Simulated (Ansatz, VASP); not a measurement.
**Cross-check of Zn (Zinc) between VASP and Ansatz**

One calculation is typed for both programs; each brings its own data sets. How far apart do they land? The structure shown comes from an earlier Ansatz run, which isn't shown and may have moved the atoms alone.

Calculated with Ansatz 0.2.0; plane waves, with VASP 6.6.1 beside it; elastic constants at PBE with D3(BJ).

**1. The structure**

It takes space group P6_3/mmc (No. 194, hexagonal). The conventional cell has a = 2.621 Å, b = 2.621 Å, c = 4.794 Å, α = 90.00°, β = 90.00°, γ = 120.00°. Nearest to Zn lie 12 Zn at 2.62 to 2.83 Å.

**2. Ansatz: elastic constants, PBE with D3(BJ)**

Ansatz runs on its PAW soft_1 files.

Elastic constants are differences of stresses under small strains, so they test the stress and the mesh.

input.yaml reads:

```yaml
crystal:
  lattice:
    - [2.620606316, 0.0, 0.0]
    - [-1.310303158, 2.269511643, 0.0]
    - [0.0, 0.0, 4.7939783703]
  atoms:
    - { symbol: Zn, position: [0.3333333333, 0.6666666667, 0.25] }
    - { symbol: Zn, position: [0.6666666667, 0.3333333333, 0.75] }
kpoints:
  mp_grid: { grid: [24, 24, 10] }
hamiltonian:
  xc: pbe
  dispersion: d3bj
  pseudopotentials: { kind: paw, azcp: { folder: soft_1 } }
scf:
  occupations: { method: fermi_dirac, width: 0.15 }
output:
  forces: true
  stress: true
  eigenvalues: true
elastic:
  mode: relaxed_ion
  amplitude: 0.01
```

On the command line:

```
$ ansatz run input.yaml --threads 8 --pin off --max-ram 15360MiB --backend cpu --events-out ev --progress --plain --runs-dir out
```

Numbers of over 12 decimals in the logs are rounded to 6 here.

The program printed:

```text
band count auto-derived: 17 (N_el = 24.0; filled up to band 12; 16 by the electrons, moments and atoms)
Engine: ansatz 0.2.0, x86_64-unknown-linux-gnu
Pseudopotentials: kind: paw
Pseudopotential: Zn, paw, valence charge 12, recommended cutoff 420 eV (normal), soft_1/Zn.paw.azcp
Functional definition: PBE
  parameter kappa = 0.804
  parameter beta = 0.066725
  exchange = pbe_x(kappa = kappa, mu = beta*pi^2/3)
  correlation = pbe_c(beta = beta)
Crystal: 2 atoms, lattice volume = 28.512 Å³
Basis set: ecut = 420 eV, 563 PW (Γ), exchange–correlation on 36×36×72 points (8 copies of the dense FFT grid, shifted against one another)
Bands: 17, of which v1, the nominal top of the filled ones, is band 12 counted from 1 (11 counted from 0)
Symmetry: 24 space group operations
Space group: P63/mmc (ITA 194), of the structure as read, at distance tolerance 3.1e-5 Å
k-points: 366 of 5760
Non-local potential: Zn, projectors of the file, l = 0: 2, l = 1: 2, l = 2: 3, l = 3: 1
PAW form: soft (Blöchl's): semilocal exchange-correlation on the pseudo side does not see the compensation charge
PAW one-centre angular grid: Zn, 590 points (default); XC on 64 Gauss nodes
Initial density: superposition of atomic densities (chi_scale 0.1, normalization cell)
Initial wavefunctions: pseudopotential atomic-orbital guess
Functional: x = pbe(κ = 0.804, μ = 0.219515), c = pbe(β = 0.066725)
SCF iter   1: F=—  HF=-6639.151747 eV  |F-HF|=—  |Δ(HF+E_count)|=         —  Δρ=6.19e-2  dr2=8.50e-1  ethr=3.10e-3  ⟨swp⟩=5.9  Hψ=36689  notcnv=0
preconditioner: auto → none  [metal: Δε(μ)=0.035 eV  Ē_g=13.800 eV  σ=0.150 eV  W_gap=0.06  n_scr=4 (ndim 8)  ℏωp=34.1 eV  f_vac=0.000  D(μ)=0.42/eV (n_scr^D=2)  sad-step TF]
SCF iter   2: F=—  HF=-6638.946784 eV  |F-HF|=—  |Δ(HF+E_count)|=   2.05e-1  Δρ=2.37e-2  dr2=7.96e-2  ethr=3.10e-3  ⟨swp⟩=2.0  Hψ=14820  notcnv=0  defer=57
SCF iter   3: F=—  HF=-6638.908731 eV  |F-HF|=—  |Δ(HF+E_count)|=   3.81e-2  Δρ=1.08e-2  dr2=2.30e-2  ethr=3.32e-4  ⟨swp⟩=2.0  Hψ=14221  notcnv=0  defer=57
SCF iter   4: F=—  HF=-6638.909074 eV  |F-HF|=—  |Δ(HF+E_count)|=   3.43e-4  Δρ=5.22e-3  dr2=2.29e-3  ethr=9.60e-5  ⟨swp⟩=2.5  Hψ=10314  notcnv=0  defer=57
SCF iter   5: F=—  HF=-6638.910036 eV  |F-HF|=—  |Δ(HF+E_count)|=   9.63e-4  Δρ=7.57e-4  dr2=5.50e-5  ethr=9.54e-6  ⟨swp⟩=2.0  Hψ=10283  notcnv=0  defer=57
SCF iter   6: F=—  HF=-6638.910052 eV  |F-HF|=—  |Δ(HF+E_count)|=   1.55e-5  Δρ=9.16e-5  dr2=8.68e-7  ethr=2.29e-7  ⟨swp⟩=2.0  Hψ=10550  notcnv=0  defer=57
SCF iter   7: F=—  HF=-6638.910052 eV  |F-HF|=—  |Δ(HF+E_count)|=   1.15e-7  Δρ=4.61e-6  dr2=2.42e-9  ethr=3.62e-9  ⟨swp⟩=2.0  Hψ=10550  notcnv=0  defer=57
SCF iter   8: F=—  HF=-6638.910052 eV  |F-HF|=—  |Δ(HF+E_count)|=  5.14e-10  Δρ=1.87e-7  dr2=3.69e-12  ethr=1.01e-11  ⟨swp⟩=2.1  Hψ=10596  notcnv=0  defer=57
SCF iter   9: F=-6638.910052 eV  HF=-6638.910052 eV  |F-HF|=2.73e-12  |Δ(HF+E_count)|=  1.82e-12  Δρ=1.16e-8  dr2=1.68e-14  ethr=1.00e-12  ⟨swp⟩=6.4  Hψ=29246  notcnv=0
the search or the solves at the SCF's close seem to have found levels that the self-consistency loop had missed (the run counts 1). By its estimate they hold under 1e-12 electrons; where the run keeps them, the occupations were computed again with them
SCF 1 converged in 9 iterations: F = -6638.910052 eV  dr2 = 1.68e-14
  greatest PAW one-centre occupation: 0.981 electrons in one spin orbital (limit 2), on the Zn atom at site 1 (counted from 0), in its partial waves of l = 2
Crystal: 2 atoms, lattice volume = 27.942 Å³
Basis set: ecut = 420 eV, 551 PW (Γ), exchange–correlation on 36×36×72 points (8 copies of the dense FFT grid, shifted against one another)
Symmetry: 8 space group operations
k-points: 942 of 5760
Initial density: handed on by an earlier stage of this run
Initial wavefunctions: pseudopotential atomic-orbital guess (no wavefunctions were taken with the density)
iter 1 solved again at ethr=2.91e-3 eV; its pass at ethr=3.10e-3 eV (dr2=6.99e-1 eV) is discarded
[...]
preconditioner: auto → none  [metal: Δε(μ)=0.010 eV  Ē_g=14.074 eV  σ=0.150 eV  W_gap=0.02  n_scr=4 (ndim 8)  ℏωp=34.4 eV  f_vac=0.000  D(μ)=0.39/eV (n_scr^D=2)]
[...]
SCF 36 converged in 8 iterations: F = -6638.908679 eV  dr2 = 3.90e-14
relax step   2: F+E_penalty+E_count = -6638.90867889 eV  Δ(F+E_penalty+E_count) = -3.066e-6 eV  max|allowed force component| = 1.994e-4 eV/Å  Δτ_max = 0.0015 Å  (8 SCF iters, accepted)
[...]
SCF iter   3: F=—  HF=-6638.908679 eV  |F-HF|=—  |Δ(HF+E_count)|=  1.27e-11  Δρ=4.10e-7  dr2=3.02e-11  ethr=5.53e-13 (applied; sched 1.00e-12)  ⟨swp⟩=2.6  Hψ=43931  notcnv=0  defer=164
SCF iter   4: F=—  HF=-6638.908679 eV  |F-HF|=—  |Δ(HF+E_count)|=  7.28e-12  Δρ=7.83e-8  dr2=6.09e-13  ethr=1.26e-13 (applied; sched 1.00e-12)  ⟨swp⟩=2.6  Hψ=44082  notcnv=0  defer=204
SCF iter   5: F=—  HF=-6638.908679 eV  |F-HF|=—  |Δ(HF+E_count)|=  1.82e-12  Δρ=3.74e-8  dr2=1.79e-13  ethr=1.00e-12  ⟨swp⟩=4.8  Hψ=95731  notcnv=0
SCF iter   6: F=-6638.908679 eV  HF=-6638.908679 eV  |F-HF|=3.64e-12  |Δ(HF+E_count)|=  3.64e-12  Δρ=8.48e-9  dr2=1.02e-14  ethr=1.00e-12  ⟨swp⟩=4.1  Hψ=87044  notcnv=0
[...]
SCF iter   5: F=-6638.908679 eV  HF=-6638.908679 eV  |F-HF|=1.82e-12  |Δ(HF+E_count)|=  1.82e-12  Δρ=1.58e-8  dr2=2.33e-14  ethr=1.00e-12  ⟨swp⟩=4.0  Hψ=81318  notcnv=0
SCF 38 converged in 5 iterations: F = -6638.908679 eV  dr2 = 2.33e-14
SCF converged after 9 iterations
Free energy (F): -6638.910052 eV
Harris-Foulkes:  -6638.910052 eV  (|F-HF|=2.73e-12)
Internal energy: -6638.877572 eV  (E = F + TS)
E sigma→0 (E₀):  -6638.893812 eV
Entropy (-TS):   -0.032480 eV (-16.240 meV/atom)
Fermi energy:    12.040684 eV
--- Per-component energies (eV) ---
  E_band       = 116.267651
  E_kinetic    = 296.210041
  E_local      = -3430.335234  (includes V_loc(G=0)·N_el)
  E_nonlocal   = 1633.324245
  E_hartree    = 1277.211954
  E_xc         = -158.143251
  E_vxc        = -103.814203  (∫ρ·V_xc dr)
  E_paw        = -3791.396627  (= ΣΔE_a)
  E_vpaw       = -833.540618  (= ΣTr[D̂ρ^β])
  E_aug_tail   = -0.000482  (compensation charges beyond the density's cutoff)
  E_ewald      = -2464.888126
  E_disp       = -0.860094  (pairwise vdW)
  E_smearing   = -0.032480  (= −TS)
  E_closure    = -0.000000  (closes the sum)
  Σ components = -6638.910052   (vs F -6638.910052, Δ=0.00e0)
--- Forces (eV/Å), atoms counted from 1 ---
  atom   1  Zn     0.00000000     0.00000000     0.00000000
  atom   2  Zn     0.00000000    -0.00000000    -0.00000000
  max |Σ_I F_I| component: 5.55e-17 eV/Å
--- Stress (GPa, compression-positive) ---
       -0.004982      -0.000000       0.000000
       -0.000000      -0.004982       0.000000
        0.000000       0.000000       0.005971
  P = ⅓ Tr σ = -0.0013 GPa (-0.013 kbar)
--- Band table (eV; the first three rows and the last of 366) ---
  k-point 0: bands = [... 8 lower, 4.5797, 4.8320, 4.8320, 8.0951, 9.1977, 26.6202, 29.8861, 29.8861, ... 1 higher]
  k-point 1: bands = [... 8 lower, 4.5888, 4.8280, 4.8280, 7.2468, 10.1869, 25.4023, 29.9522, 29.9522, ... 1 higher]
  k-point 2: bands = [... 8 lower, 4.6139, 4.8157, 4.8157, 6.1644, 11.6991, 23.3253, 30.1474, 30.1474, ... 1 higher]
  k-point 365: bands = [... 8 lower, 4.8300, 4.8300, 12.8478, 12.8478, 13.7961, 13.7961, 14.3231, 14.3231, ... 1 higher]
--- Elastic constants: 3 strain directions × 4 members + reference (group order 24) ---
  dense FFT box of the reference and of every strained cell: 18×18×36
  strains applied: 11, 33, 23; error gains: componentwise 1.00 (the most a stress slope's error grows in a printed constant), spectral 1.41 (1 for all six strains in a standard setting)
  pairwise dispersion correction: d3bj (s6 = 1.0, s8 = 0.7875, a1 = 0.4289, a2_bohr = 4.4407), with the weights of each atom's references fixed at the reference crystal's, and the forces and stress that the weights' published response gives there kept as a pressure on the atom's counted neighbours (hamiltonian.dispersion)
  C = ∂σ_k/∂η_j (tension-positive GPa; Voigt order 11 22 33 23 13 12):
       174.236     51.509     71.111      0.000     -0.000     -0.000
        51.509    174.236     71.111      0.000     -0.000     -0.000
        70.987     70.987     59.734      0.000      0.000     -0.000
         0.000     -0.000      0.000     38.908      0.000      0.000
        -0.000      0.000     -0.000     -0.000     38.908     -0.000
        -0.000     -0.000      0.000      0.000     -0.000     61.364
  reference stress σ⁰ (GPa):      0.005      0.005     -0.006     -0.000     -0.000      0.000
  C* (energy form; C + prestress term) asymmetry max|C*_kj − C*_jk| = 1.349e-1 GPa — a small one proves nothing (zero by symmetry where the batch's group is 432, −43m or m−3m); a large one is finite-difference/SCF noise where every solve meets its electron count
  moduli (Voigt/Reuss/Hill, GPa): K = 88.38/55.54/71.96   G = 42.14/20.79/31.47   E = 82.39   ν = 0.309
  mechanically stable: yes (min eigenvalue of sym C = 12.41 GPa)
  strain η (Voigt 11):  stress-route row diagonal C_11 = 174.24 GPa, energy-path curvature d²(F+E_count+ΔE)/dδ²/Ω₀ = 174.08 GPa
    cells at ±δ against ±2δ: C11 175.27 and 178.38 GPa, apart by 1.78 % of the column's largest entry
         δ    σ_11 (GPa)             F (eV)   n_scf  n_hpsi   n_pw
    -2.000e-2      -4.2068       -6638.9030154       4  219470    580   relax 4 steps, max|allowed force component| 3.97e-7 eV/Å
    -1.000e-2      -1.9131       -6638.9084058       5  274433    582   relax 2 steps, max|allowed force component| 1.28e-7 eV/Å
     1.000e-2       1.5923       -6638.9085911       5  281456    590   relax 2 steps, max|allowed force component| 4.72e-5 eV/Å
     2.000e-2       2.9283       -6638.9045396       5  278322    596   relax 3 steps, max|allowed force component| 7.26e-7 eV/Å
  strain η (Voigt 33):  stress-route row diagonal C_33 = 59.73 GPa, energy-path curvature d²(F+E_count+ΔE)/dδ²/Ω₀ = 59.68 GPa
    cells at ±δ against ±2δ: C33 60.41 and 62.45 GPa, apart by 2.86 % of the column's largest entry
         δ    σ_33 (GPa)             F (eV)   n_scf  n_hpsi   n_pw
    -2.000e-2      -1.2452       -6638.9078757       7  131829    580   relax 0 steps, max|allowed force component| 2.04e-16 eV/Å
    -1.000e-2      -0.6026       -6638.9095103       5  115949    584   relax 0 steps, max|allowed force component| 2.59e-16 eV/Å
     1.000e-2       0.6056       -6638.9095272       6  137564    592   relax 0 steps, max|allowed force component| 1.94e-16 eV/Å
     2.000e-2       1.2526       -6638.9078810       8  122963    592   relax 0 steps, max|allowed force component| 2.04e-16 eV/Å
  strain η (Voigt 23):  stress-route row diagonal C_44 = 38.91 GPa, energy-path curvature d²(F+E_count+ΔE)/dδ²/Ω₀ = 38.92 GPa
    cells at ±δ against ±2δ: C44 38.74 and 38.22 GPa, apart by 1.33 % of the column's largest entry
         δ    σ_23 (GPa)             F (eV)   n_scf  n_hpsi   n_pw
    -2.000e-2      -0.7643       -6638.9086789       5  431645    584   relax 5 steps, max|allowed force component| 4.99e-8 eV/Å
    -1.000e-2      -0.3874       -6638.9097071       5  443602    584   relax 3 steps, max|allowed force component| 1.92e-7 eV/Å
     1.000e-2       0.3874       -6638.9097071       5  435828    584   relax 3 steps, max|allowed force component| 9.27e-7 eV/Å
     2.000e-2       0.7643       -6638.9086789       5  435550    584   relax 3 steps, max|allowed force component| 3.85e-7 eV/Å
```

In the SCF lines HF is the Harris–Foulkes energy and dr2 the Hartree energy of the density residual, in eV; the loop may stop once dr2 is under the threshold and the program's other checks hold. Hψ counts applications of the Hamiltonian.

(Part 1 of 2 ends here.)

[Lines on the potential files, build, host, timing and source positions are cut from VASP's logs without a mark.]

[Logs are printed without paths, hosts, clocks, repeated set-up lines and the standing remarks that a program may print on its own settings, such as how far it seeks lower states.]

[Hosts, paths, dates, database ids (printed as entryN), source tags and the programs' standing remarks are cut or masked in the printed files.]
